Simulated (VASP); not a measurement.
Here is the system:

```
Al16N
1.0
    5.70744     0.00000     0.00000
    2.85372     4.94278     0.00000
    0.00000     0.00000    20.94095
Al N
16 1
Direct
  0.00000   0.00000   0.33310
  0.50000   0.00000   0.33310
  0.00000   0.50000   0.33310
  0.50000   0.50000   0.33310
  0.16667   0.16667   0.44437
  0.66667   0.16667   0.44437
  0.16667   0.66667   0.44437
  0.66667   0.66667   0.44437
  0.83333   0.33333   0.55563
  0.33333   0.33333   0.55563
  0.83333   0.83333   0.55563
  0.33333   0.83333   0.55563
  0.00000   0.00000   0.66690
  0.50000   0.00000   0.66690
  0.00000   0.50000   0.66690
  0.50000   0.50000   0.66690
  0.25000   0.00000   0.73542
```

These are PBE GGA, VASP's PBE PAW potentials (set 64) (plane waves; VASP) values and carry that method's errors. Run with PREC = Normal, EDIFF = 1E-5, 400 eV cut-off, 5×5×1 Γ-centred mesh, first-order Methfessel-Paxton smearing of 0.10 eV, potentials Al N.

### Question
The ions are relaxed. Predict the relaxed structure.

### Answer

```
Al16N
1.0
    5.70744     0.00000     0.00000
    2.85372     4.94278     0.00000
    0.00000     0.00000    20.94095
Al N
16 1
Direct
  0.00338   0.99699   0.33242
  0.49963   0.99699   0.33242
  0.00341   0.49319   0.33278
  0.50188   0.49623   0.33402
  0.17050   0.15900   0.44242
  0.67071   0.15858   0.44602
  0.16942   0.65954   0.44632
  0.67104   0.65954   0.44632
  0.84257   0.32076   0.55517
  0.33667   0.32076   0.55517
  0.83838   0.82324   0.55938
  0.33707   0.82586   0.55524
  0.00052   0.97726   0.67675
  0.52222   0.97726   0.67675
  0.00074   0.49852   0.67640
  0.50746   0.48509   0.65960
  0.17440   0.15121   0.70821
```

### Question
How much energy does the relaxation gain?

### Answer
The energy (σ→0) changes by -130.0 meV/atom, in 36 ionic steps.

The cell is a thin slab with vacuum, built from Al (fcc): (111) face, N adsorbed.
